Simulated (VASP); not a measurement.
# AlIn3N2 (P4/mmm) in VASP: a series of runs

The runs below take AlIn3N2 through relaxation of cell and atoms, with PBE.

Program: VASP 6.6.1. These are calculated values, not measurements. Logs are shortened: lines on timing, memory, paths and dates and some standing lists are left out, and cuts for length are marked.

## 1. The crystal as given

It takes space group P4/mmm (No. 123, tetragonal). Conventional cell: a = 4.209 Å, b = 4.209 Å, c = 6.861 Å, α = 90.00°, β = 90.00°, γ = 90.00°. Al (site symmetry 4/mmm) has 10 In at 3.38 to 3.43 Å as nearest neighbours. In (site symmetry 4mm) has 4 N at 2.78 Å as nearest neighbours. Around In (site symmetry 4/mmm) lie 4 N at 2.10 Å. N (site symmetry mmm) has 2 In at 2.10 Å as nearest neighbours.

The cell was built by a generator and needn't be a form met in nature.

## 2. Relaxation of cell and atoms, PBE

File INCAR:

```
  ALGO = Fast
  EDIFF = 1E-4
  EDIFFG = -0.08
  ENCUT = 520
  GGA = PE
  IBRION = 2
  ISIF = 3
  ISMEAR = 0
  LASPH = True
  LCHARG = False
  LREAL = False
  LWAVE = False
  NELM = 60
  NSW = 24
  PREC = Normal
  SIGMA = 0.15
```

File KPOINTS:

```
k-points
0
Gamma
  3 3 2
```

File POSCAR:

```
AlIn3N2
1.0
    4.2087642500      0.0000000000      0.0000000000
    0.0000000000      4.2087642500      0.0000000000
    0.0000000000      0.0000000000      6.8612958900
Al In N
1 3 2
Direct
    0.0000000000      0.0000000000      0.0000000000
    0.5000000000      0.5000000000      0.2348011900
    0.5000000000      0.5000000000      0.7651988100
    0.0000000000      0.0000000000      0.5000000000
    0.0000000000      0.5000000000      0.5000000000
    0.5000000000      0.0000000000      0.5000000000
```

Potentials or basis: VASP PAW PBE potentials, release 64 (Al, In_d, N).

On the command line:

```
cat potpaw_PBE.64/Al/POTCAR potpaw_PBE.64/In_d/POTCAR potpaw_PBE.64/N/POTCAR > POTCAR
mpirun -np 1 vasp_std > vasp.out
```

OUTCAR:

```text
EDIFF = 1E-4
   EDIFFG = -0.08
   ENCUT = 520
   GGA = PE
   IBRION = 2
   ISIF = 3
   ISMEAR = 0
   LASPH = True
   LREAL = False
   NELM = 60
   NSW = 24
   PREC = Normal

 ion  position               nearest neighbor table
   1  0.000  0.000  0.000-   2 3.38   3 3.38   2 3.38   3 3.38   2 3.38   3 3.38   2 3.38   3 3.38
                             4 3.43   4 3.43
   2  0.500  0.500  0.235-   5 2.78   6 2.78   6 2.78   5 2.78   3 3.22   1 3.38   1 3.38   1 3.38
                             1 3.38   4 3.49   4 3.49   4 3.49   4 3.49   3 3.64
   3  0.500  0.500  0.765-   5 2.78   6 2.78   6 2.78   5 2.78   2 3.22   1 3.38   1 3.38   1 3.38
                             1 3.38   4 3.49   4 3.49   4 3.49   4 3.49   2 3.64
   4  0.000  0.000  0.500-   5 2.10   6 2.10   5 2.10   6 2.10   1 3.43   1 3.43   2 3.49   3 3.49
                             3 3.49   2 3.49   3 3.49   2 3.49   2 3.49   3 3.49
   5  0.000  0.500  0.500-   4 2.10   4 2.10   2 2.78   3 2.78   2 2.78   3 2.78
   6  0.500  0.000  0.500-   4 2.10   4 2.10   2 2.78   2 2.78   3 2.78   3 2.78

  LATTYP: Found a simple tetragonal cell.
 ALAT       =     4.2087642500
 C/A-ratio  =     1.6302400140

  Lattice vectors:

 A1 = (   4.2087642500,   0.0000000000,   0.0000000000)
 A2 = (   0.0000000000,   4.2087642500,   0.0000000000)
 A3 = (   0.0000000000,   0.0000000000,   6.8612958900)

Analysis of symmetry for initial positions (statically):
=====================================================================
 Subroutine PRICEL returns:
 Original cell was already a primitive cell.

 Routine SETGRP: Setting up the symmetry group for a
 simple tetragonal supercell.

 Subroutine GETGRP returns: Found 16 space group operations
 (whereof 16 operations were pure point group operations)
 out of a pool of 16 trial point group operations.

The static configuration has the point symmetry D_4h.

Analysis of symmetry for dynamics (positions and initial velocities):
=====================================================================
 Subroutine PRICEL returns:
 Original cell was already a primitive cell.

 Routine SETGRP: Setting up the symmetry group for a
 simple tetragonal supercell.

 Subroutine GETGRP returns: Found 16 space group operations
 (whereof 16 operations were pure point group operations)
 out of a pool of 16 trial point group operations.

The dynamic configuration has the point symmetry D_4h.

 Subroutine INISYM returns: Found 16 space group operations
 (whereof 16 operations are pure point group operations),
 and found     1 'primitive' translations

----------------------------------------------------------------------------------------

                                     Primitive cell

  volume of cell :     121.5389

  direct lattice vectors                    reciprocal lattice vectors
     4.208764250  0.000000000  0.000000000     0.237599433  0.000000000  0.000000000
     0.000000000  4.208764250  0.000000000     0.000000000  0.237599433  0.000000000
     0.000000000  0.000000000  6.861295890     0.000000000  0.000000000  0.145745063

  length of vectors
     4.208764250  4.208764250  6.861295890     0.237599433  0.237599433  0.145745063

  position of ions in fractional coordinates (direct lattice)
     0.000000000  0.000000000  0.000000000
     0.500000000  0.500000000  0.234801190
     0.500000000  0.500000000  0.765198810
     0.000000000  0.000000000  0.500000000
     0.000000000  0.500000000  0.500000000
     0.500000000  0.000000000  0.500000000

  ion indices of the primitive-cell ions
   primitive index   ion index
                 1           1
                 2           2
                 3           3
                 4           4
                 5           5
                 6           6

----------------------------------------------------------------------------------------

 KPOINTS: k-points

Automatic generation of k-mesh.
 Grid dimensions read from file:
 generate k-points for:    3    3    2

 Generating k-lattice:

  Cartesian coordinates                     Fractional coordinates (reciprocal lattice)
     0.079199811  0.000000000  0.000000000     0.333333333  0.000000000  0.000000000
     0.000000000  0.079199811  0.000000000     0.000000000  0.333333333  0.000000000
     0.000000000  0.000000000  0.072872531     0.000000000  0.000000000  0.500000000

  Length of vectors
     0.079199811  0.079199811  0.072872531

  Shift w.r.t. Gamma in fractional coordinates (k-lattice)
     0.000000000  0.000000000  0.000000000

 Subroutine IBZKPT returns following result:
 ===========================================

 Found      6 irreducible k-points:

 Following reciprocal coordinates:
            Coordinates               Weight
  0.000000  0.000000  0.000000      1.000000
  0.333333  0.000000  0.000000      4.000000
  0.333333  0.333333  0.000000      4.000000
  0.000000  0.000000  0.500000      1.000000
  0.333333  0.000000  0.500000      4.000000
  0.333333  0.333333  0.500000      4.000000
   k-points           NKPTS =      6   k-points in BZ     NKDIM =      6   number of bands    NBANDS=     31
   number of dos      NEDOS =    301   number of ions     NIONS =      6
   total plane-waves  NPLWV =  23040
   dimension x,y,z NGX =    24 NGY =   24 NGZ =   40
   dimension x,y,z NGXF=    48 NGYF=   48 NGZF=   80
   ions per type =               1   3   2
   NGX,Y,Z   is equivalent  to a cutoff of   9.48,  9.48,  9.69 a.u.
   NGXF,Y,Z  is equivalent  to a cutoff of  18.96, 18.96, 19.38 a.u.
 SYSTEM =  unknown system
   PREC   = normal    normal or accurate (medium, high low for compatibility)
   ISTART =      0    job   : 0-new  1-cont  2-samecut
   ICHARG =      2    charge: 1-file 2-atom 10-const
   ISPIN  =      1    spin polarized calculation?
   LNONCOLLINEAR =      F non collinear calculations
   LSORBIT =      F    spin-orbit coupling
   LASPH  =      T    aspherical Exc in radial PAW
   ENCUT  =  520.0 eV  38.22 Ry    6.18 a.u.   7.83  7.83 12.76*2*pi/ulx,y,z
   NELM   =     60;   NELMIN=  2; NELMDL= -5     # of ELM steps
   EDIFF  = 0.1E-03   stopping-criterion for ELM
   LREAL  =      F    real-space projection
   EDIFFG = -.8E-01   stopping-criterion for IOM
   NSW    =     24    number of steps for IOM
   IBRION =      2    ionic relax: 0-MD 1-quasi-New 2-CG
   NFREE  =      1    steps in history (QN), initial steepest desc. (CG)
   ISIF   =      3    stress and relaxation
   ISYM   =      2    0-nonsym 1-usesym 2-fastsym
   POTIM  = 0.5000    time-step for ionic-motion
   TEBEG  =    0.0;   TEEND  =   0.0 temperature during run
   PSTRESS=    0.0 pullay stress
   NELECT =      52.0000    total number of electrons
   NUPDOWN=      -1.0000    fix difference up-down
   EMIN   =  10.00;   EMAX   =-10.00  energy-range for DOS
   EFERMI =   0.00;   METHOD = LEGACY
   ISMEAR =     0;   SIGMA  =   0.15  broadening in eV -4-tet -1-fermi 0-gaus
   EFERMI_NEDOS =   21; number of points for ismear=-14 and -15
   IALGO  =     68    algorithm
   IMIX   =      4    mixing-type and parameters
     AMIX     =   0.40;   BMIX     =  1.00
     AMIX_MAG =   1.60;   BMIX_MAG =  1.00
  volume/ion in A,a.u.               =      20.26       136.70
  Fermi-wavevector in a.u.,A,eV,Ry     =   1.233590  2.331147 20.704587  1.521744
  Thomas-Fermi vector in A             =   2.368314
   LORBIT       =      0    0 simple, 1 ext, 2 COOP (PROOUT), +10 PAW based schemes
   GGA     = PE    functional components
   LHFCALC =     F    Hartree Fock is set to
   AEXX    =    0.0000 exact exchange contribution
   IVDW    =     0    specifies the selected vdW correction
   LEPSILON=     F    determine dielectric tensor
   LRPA    =     F    only Hartree local field effects (RPA)
 conjugate gradient relaxation of ions
 non-spin polarized calculation
 RMM-DIIS sequential band-by-band and
 Gauss-broadening in eV      SIGMA  =   0.15
  energy-cutoff  :      520.00
  volume of cell :      121.54
 maximum number of plane-waves:      3290
   NGX = 15   NGY = 15   NGZ = 25

--------------------------------------- Ionic step        1  -------------------------------------------

 number of electron      52.0000132 magnetization

 Free energy of the ion-electron system (eV)
  ---------------------------------------------------
  ext. energy  EPLUGINS =         0.00000000
  ---------------------------------------------------
  free energy    TOTEN  =       -23.02382968 eV

  energy without entropy =      -22.96097667  energy(sigma->0) =      -22.99240317

 E-fermi :   6.1211     XC(G=0):  -9.9657

 val. band max:        5.9599582712   @ k =   0.3333   0.3333   0.5000
 cond. band min:       6.1288146668   @ k =   0.3333   0.3333   0.5000
 fundamental gap:      0.1688563956
 Fermi energy:         6.1211390633

 k-point     1 :       0.0000    0.0000    0.0000
  band No.  band energies     occupation
      1      -9.5620      2.00000
      2      -9.5385      2.00000
      3      -8.4403      2.00000
      4      -8.3634      2.00000
      5      -8.3634      2.00000
      6      -8.3556      2.00000
[... 306 lines left out ...]
  FREE ENERGIE OF THE ION-ELECTRON SYSTEM (eV)
  ---------------------------------------------------
  free  energy   TOTEN  =       -23.4634668107 eV

  energy  without entropy=      -23.4308361458  energy(sigma->0) =      -23.44715148

[... ionic steps 4 to 7 ...]

--------------------------------------- Ionic step        8  -------------------------------------------

 number of electron      51.9999977 magnetization

------------------------ aborting loop because EDIFF is reached ----------------------------------------

  FORCE on cell =-STRESS in cart. coord.  units (eV):
  Direction    XX          YY          ZZ          XY          YZ          ZX
  --------------------------------------------------------------------------------------
  -------------------------------------------------------------------------------------
  Total       -0.3578842     -0.3578842     -0.0574199      0.0000000      0.0000000      0.0000000
  in kB       -4.8071294     -4.8071294     -0.7712687      0.0000000      0.0000000      0.0000000
  external PRESSURE =      -3.4618425 kB  Pullay stress =       0.0000000 kB
[... 65 lines left out ...]
  energy  without entropy=      -23.6482099489  energy(sigma->0) =      -23.65293171

--------------------------------------- Ionic step       10  -------------------------------------------

 number of electron      52.0000019 magnetization

 Free energy of the ion-electron system (eV)
  ---------------------------------------------------
  ext. energy  EPLUGINS =         0.00000000
  ---------------------------------------------------
  free energy    TOTEN  =       -23.65815711 eV

  energy without entropy =      -23.64879675  energy(sigma->0) =      -23.65347693

 E-fermi :   6.2708     XC(G=0): -10.0607

 val. band max:        6.0674397051   @ k =   0.3333   0.3333   0.0000
 cond. band min:       6.4523873924   @ k =   0.3333   0.3333   0.0000
 fundamental gap:      0.3849476873
 Fermi energy:         6.2707637747

 k-point     1 :       0.0000    0.0000    0.0000
  band No.  band energies     occupation
      1      -9.2581      2.00000
      2      -9.2334      2.00000
      3      -8.2327      2.00000
      4      -8.0845      2.00000
      5      -8.0845      2.00000
      6      -8.0068      2.00000
[... 226 lines left out ...]
  FREE ENERGIE OF THE ION-ELECTRON SYSTEM (eV)
  ---------------------------------------------------
  free  energy   TOTEN  =       -23.6581571089 eV

  energy  without entropy=      -23.6487967492  energy(sigma->0) =      -23.65347693

 reached required accuracy - stopping structural energy minimisation
```

Run time: 98 s. Hardware: 1 thread of Intel Xeon Platinum 8259CL at 2.50GHz (Skylake/Cascade Lake), shared host; peak memory 0.17 GiB.

What came out:

```yaml
Free_energy: -23.6582 eV
Relaxed_volume: 19.71 Å³/atom
Relaxed_cell: a = 4.297 Å, b = 4.297 Å, c = 6.403 Å, α = 90.00°, β = 90.00°, γ = 90.00°
Space_group_after_relaxing_to_0.05_Å: P4/mmm (No. 123)
Energy_gained_by_relaxing: 105.7 meV/atom
Ionic_steps: 10
Pressure_after_relaxing: 0.1 GPa
Largest_force_after_relaxing: 0.056 eV/Å
Band_gap_on_the_k_mesh: none (metal or under the smearing width)
```

Forces on the atoms (eV/Å):
```
Al   0.000  0.000  0.000
In   0.000  0.000  0.056
In   0.000  0.000 -0.056
In   0.000  0.000  0.000
N    0.000  0.000  0.000
N    0.000  0.000  0.000
```

Step by step:
```tsv
step	energy change (eV)	largest force (eV/Å)	pressure (GPa)	volume (Å³)
1	0.0000	1.4298	-1.74	121.54
2	-0.2427	1.1439	0.22	117.69
3	-0.4396	0.0948	6.60	109.94
4	-0.4488	0.6009	4.14	112.00
5	-0.5827	0.0273	3.25	113.62
6	-0.5995	0.2836	2.85	114.27
7	-0.6309	0.0340	1.59	116.77
8	-0.6306	0.2729	-0.35	119.28
9	-0.6338	0.1242	-0.06	118.53
10	-0.6343	0.0562	0.05	118.24
```

Final structure:
```
CELL_PARAMETERS angstrom
4.29729 0.00000 0.00000
0.00000 4.29729 0.00000
0.00000 0.00000 6.40278
ATOMIC_POSITIONS crystal
Al 0.00000 0.00000 0.00000
In 0.50000 0.50000 0.26762
In 0.50000 0.50000 0.73238
In 0.00000 0.00000 0.50000
N 0.00000 0.50000 0.50000
N 0.50000 0.00000 0.50000
```

Levels at points of the mesh, in eV from the Fermi level:
| k point | band 23 | band 24 | band 25 | band 26 | band 27 | band 28 | band 29 | band 30 |
| --- | --- | --- | --- | --- | --- | --- | --- | --- |
| (0.00, 0.00, 0.00) | -1.33 | -1.33 | -1.27 | 0.41 | 0.60 | 1.58 | 1.58 | 2.16 |
| (0.00, 0.00, 0.50) | -1.31 | -1.29 | -1.29 | -0.69 | -0.22 | 0.89 | 0.89 | 2.90 |

Caveat: the k mesh is coarse (spacing up to 0.50 Å⁻¹), so the values aren't converged; the relaxation stopped at a loose force limit of 0.08 eV/Å, so its end isn't a converged minimum.

(Continued in part 2 of 2.)
